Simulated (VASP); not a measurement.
Computed with PBE GGA, VASP's PBE PAW potentials (set 64) (plane waves; VASP).

VASP ran on this input.

### INCAR
```
SYSTEM = Na
PREC = Accurate; ENCUT = 300; LREAL = .FALSE.
LASPH = .TRUE.
EDIFF = 1E-6; NELM = 100; ALGO = Normal
ISMEAR = -1; SIGMA = 0.1
GGA = PE
ISIF = 2
LWAVE = .FALSE.; LCHARG = .FALSE.
```

File POSCAR:
```
Na
1
    6.0384100000     0.0000000000     0.0000000000
   -3.0192050000     5.2294160000     0.0000000000
    0.0000000000     0.0000000000     3.6726590000
Na
3
Direct
  0.0000000000   0.0000000000   0.0000000000
  0.3333330000   0.6666670000   0.5000000000
  0.6666670000   0.3333330000   0.5000000000
```

### KPOINTS
```
Regular mesh
0
gamma
 6 6 9
0 0 0
```

POTCAR, in this order: Na_pv (PBE.64 set). Program: vasp_std.

What VASP printed:

### OUTCAR
```
 ion  position               nearest neighbor table
   1  0.000  0.000  0.000-
   2  0.333  0.667  0.500-
   3  0.667  0.333  0.500-
  LATTYP: Found a hexagonal cell.
 ALAT       =     6.0384100000
 C/A-ratio  =     0.6082162357
 Subroutine PRICEL returns:
 Original cell was already a primitive cell.
 Subroutine GETGRP returns: Found 24 space group operations
The static configuration has the point symmetry D_6h.
The dynamic configuration has the point symmetry D_6h.
 Subroutine INISYM returns: Found 24 space group operations
 Subroutine IBZKPT returns following result:
 Found     35 irreducible k-points:

 Following reciprocal coordinates:
            Coordinates               Weight
  0.000000  0.000000  0.000000      1.000000
  0.166667 -0.000000  0.000000      6.000000
  0.333333  0.000000  0.000000      6.000000
  0.500000 -0.000000  0.000000      3.000000
  0.166667  0.166667  0.000000      6.000000
  0.333333  0.166667  0.000000     12.000000
  0.333333  0.333333  0.000000      2.000000
  0.000000  0.000000  0.111111      2.000000
  0.166667 -0.000000  0.111111     12.000000
  0.333333  0.000000  0.111111     12.000000
  0.500000 -0.000000  0.111111      6.000000
  0.166667  0.166667  0.111111     12.000000
  0.333333  0.166667  0.111111     24.000000
  0.333333  0.333333  0.111111      4.000000
  0.000000  0.000000  0.222222      2.000000
  0.166667 -0.000000  0.222222     12.000000
  0.333333  0.000000  0.222222     12.000000
  0.500000 -0.000000  0.222222      6.000000
  0.166667  0.166667  0.222222     12.000000
  0.333333  0.166667  0.222222     24.000000
  0.333333  0.333333  0.222222      4.000000
  0.000000  0.000000  0.333333      2.000000
  0.166667 -0.000000  0.333333     12.000000
  0.333333  0.000000  0.333333     12.000000
  0.500000 -0.000000  0.333333      6.000000
  0.166667  0.166667  0.333333     12.000000
  0.333333  0.166667  0.333333     24.000000
  0.333333  0.333333  0.333333      4.000000
  0.000000  0.000000  0.444444      2.000000
  0.166667 -0.000000  0.444444     12.000000
  0.333333  0.000000  0.444444     12.000000
  0.500000 -0.000000  0.444444      6.000000
  0.166667  0.166667  0.444444     12.000000
  0.333333  0.166667  0.444444     24.000000
  0.333333  0.333333  0.444444      4.000000
   k-points           NKPTS =     35   k-points in BZ     NKDIM =     35   number of bands    NBANDS=     14
   number of dos      NEDOS =    301   number of ions     NIONS =      3
   total plane-waves  NPLWV =  31104
   dimension x,y,z NGX =    36 NGY =   36 NGZ =   24
   dimension x,y,z NGXF=    72 NGYF=   72 NGZF=   48
   ions per type =               3
   PREC   = accura    normal or accurate (medium, high low for compatibility)
   ISTART =      0    job   : 0-new  1-cont  2-samecut
   ICHARG =      2    charge: 1-file 2-atom 10-const
   ISPIN  =      1    spin polarized calculation?
   LNONCOLLINEAR =      F non collinear calculations
   LSORBIT =      F    spin-orbit coupling
   INIWAV =      1    electr: 0-lowe 1-rand  2-diag
   ENCUT  =  300.0 eV  22.05 Ry    4.70 a.u.   8.53  8.53  5.19*2*pi/ulx,y,z
   NELM   =    100;   NELMIN=  2; NELMDL= -5     # of ELM steps
   EDIFF  = 0.1E-05   stopping-criterion for ELM
   LREAL  =      F    real-space projection
   NLSPLINE    = F    spline interpolate recip. space projectors
   LMAXMIX     =    2 max onsite mixed and CHGCAR
   VOSKOWN=      0    Vosko Wilk Nusair interpolation
   EDIFFG = 0.1E-04   stopping-criterion for IOM
   NSW    =      0    number of steps for IOM
...
```

**OSZICAR**
```
       N       E                     dE             d eps       ncg     rms          rms(c)
DAV:   1     0.127487747142E+03    0.12749E+03   -0.91424E+03  1198   0.948E+02
DAV:   2     0.265453903935E+01   -0.12483E+03   -0.12355E+03  1028   0.331E+02
DAV:   3    -0.383122955630E+01   -0.64858E+01   -0.63960E+01  1124   0.933E+01
DAV:   4    -0.391780072368E+01   -0.86571E-01   -0.86504E-01  1124   0.108E+01
DAV:   5    -0.391929413493E+01   -0.14934E-02   -0.14934E-02  1210   0.152E+00    0.375E-01
DAV:   6    -0.391871446843E+01    0.57967E-03   -0.14570E-03  1220   0.514E-01    0.250E-01
DAV:   7    -0.391822670063E+01    0.48777E-03   -0.31262E-03  1226   0.626E-01    0.217E-02
DAV:   8    -0.391821658227E+01    0.10118E-04   -0.12905E-04  1166   0.216E-01    0.651E-03
DAV:   9    -0.391821838409E+01   -0.18018E-05   -0.13348E-06   886   0.134E-02    0.247E-03
DAV:  10    -0.391821879786E+01   -0.41377E-06   -0.40617E-07   706   0.947E-03
   1 F= -.39182188E+01 E0= -.38903237E+01  d E =-.557903E-01
```

### OUTCAR
```
------------------------ aborting loop because EDIFF is reached ----------------------------------------
  FORCE on cell =-STRESS in cart. coord.  units (eV):
  Direction    XX          YY          ZZ          XY          YZ          ZX
  --------------------------------------------------------------------------------------
  Total       -0.1263227     -0.1263227     -0.3924342      0.0000000      0.0000000      0.0000000
  in kB       -1.7451619     -1.7451616     -5.4215193      0.0000000      0.0000000      0.0000000
  external PRESSURE =      -2.9706143 kB  Pullay stress =       0.0000000 kB
  volume of cell :      115.97
      direct lattice vectors                 reciprocal lattice vectors
     6.038410000  0.000000000  0.000000000     0.165606509  0.095612971  0.000000000
    -3.019205000  5.229416000  0.000000000     0.000000000  0.191225942  0.000000000
     0.000000000  0.000000000  3.672659000     0.000000000  0.000000000  0.272282289
 POSITION                                       TOTAL-FORCE (eV/Angst)
 -----------------------------------------------------------------------------------
      0.00000      0.00000      0.00000        -0.000000      0.000000      0.000000
     -0.00000      3.48628      1.83633        -0.000000      0.000000      0.000000
      3.01921      1.74314      1.83633         0.000000     -0.000000      0.000000
 -----------------------------------------------------------------------------------
    total drift:                                0.000000      0.000000      0.000000
  FREE ENERGIE OF THE ION-ELECTRON SYSTEM (eV)
  ---------------------------------------------------
  free  energy   TOTEN  =        -3.9182187979 eV

  energy  without entropy=       -3.8624285352  energy(sigma->0) =       -3.89032367
```
(Selected blocks of OUTCAR.)

File OUTCAR:
```
 val. band max:        0.1099007823   @ k =   0.3333   0.3333   0.3333

 cond. band min:       0.2325845884   @ k =   0.1667   0.1667   0.0000


 Fermi energy:         0.2226231670

 k-point     1 :       0.0000    0.0000    0.0000
  band No.  band energies     occupation
      1     -24.7806      2.00000
      2     -24.7806      2.00000
      3     -24.7563      2.00000
      4     -24.7563      2.00000
      5     -24.7547      2.00000
      6     -24.7496      2.00000
      7     -24.6738      2.00000
      8     -24.6738      2.00000
      9     -24.6679      2.00000
     10      -2.9810      2.00000
     11       2.1989      0.00000
     12       2.1989      0.00000
     13       2.2118      0.00000
     14       2.2119      0.00000

 k-point     2 :       0.1667   -0.0000    0.0000
  band No.  band energies     occupation
      1     -24.7813      2.00000
      2     -24.7795      2.00000
      3     -24.7571      2.00000
      4     -24.7555      2.00000
      5     -24.7544      2.00000
      6     -24.7499      2.00000
      7     -24.6740      2.00000
      8     -24.6738      2.00000
      9     -24.6679      2.00000
     10      -2.8233      2.00000
     11       0.8213      0.00501
     12       1.5004      0.00001
     13       1.9531      0.00000
     14       3.1968      0.00000

 k-point     3 :       0.3333    0.0000    0.0000
  band No.  band energies     occupation
      1     -24.7826      2.00000
      2     -24.7766      2.00000
      3     -24.7599      2.00000
      4     -24.7542      2.00000
      5     -24.7535      2.00000
      6     -24.7507      2.00000
      7     -24.6743      2.00000
      8     -24.6738      2.00000
      9     -24.6680      2.00000
     10      -2.3528      2.00000
     11      -0.5115      1.99870
     12       1.0789      0.00038
     13       1.5176      0.00000
     14       4.4777      0.00000

 k-point     4 :       0.5000   -0.0000    0.0000
  band No.  band energies     occupation
...
```

At this cut-off the stress carries a Pulay error, which pulls relaxed volumes low.

The structure was generated: Na was put into an ordered model structure, which need not be its known phase. The cell was not relaxed at this level.
